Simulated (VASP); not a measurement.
Here is the system:

```cif
data_O2Sn2
_chemical_formula_sum 'Sn2 O2'
_space_group_name_H-M_alt 'P 1'
_space_group_IT_number 1
_cell_length_a 3.80864
_cell_length_b 3.80864
_cell_length_c 4.72885
_cell_angle_alpha 90.000
_cell_angle_beta 90.000
_cell_angle_gamma 90.000
loop_
_space_group_symop_operation_xyz
  'x, y, z'
loop_
_atom_site_label
_atom_site_type_symbol
_atom_site_fract_x
_atom_site_fract_y
_atom_site_fract_z
_atom_site_occupancy
Sn1 Sn 0.50000 0.00000 0.75600 1
Sn2 Sn 0.00000 0.50000 0.24400 1
O1 O 0.50000 0.50000 0.00000 1
O2 O 0.00000 0.00000 0.00000 1
```

These are PBEsol GGA, VASP's PBE PAW potentials (set 64) (plane waves; VASP 6.6.1) values and carry that method's errors. Run with 600 eV cut-off, 6×6×4 Γ-centred mesh, Gaussian smearing of 0.050 eV, potentials Sn_d O.

Without a dispersion term in the relaxation, distances and binding between the weakly bound layers, chains or molecules are unreliable, and so is what depends on them.

Each relaxation starts from this cell; other phases were not tried.

Problem. The cell is relaxed at 2 GPa. What happens?

Solution. The volume per atom goes from 17.15 to 16.30 Å³ (-4.9 %), and the cell becomes a = b = 3.7750 Å, c = 4.5764 Å, α = β = γ = 90.00°, space group P4/nmm.

Problem. The cell is relaxed at 5 GPa. What happens?

Solution. The volume per atom goes from 17.15 to 15.55 Å³ (-9.4 %), and the cell becomes a = 3.7451 Å, b = 3.7451 Å, c = 4.4334 Å, α = 90.00°, β = 90.00°, γ = 90.00°, space group P4/nmm.

Failed runs are left out, and for metals the shear rows, which the mesh's noise covers.

The compound is SnO in the litharge structure.
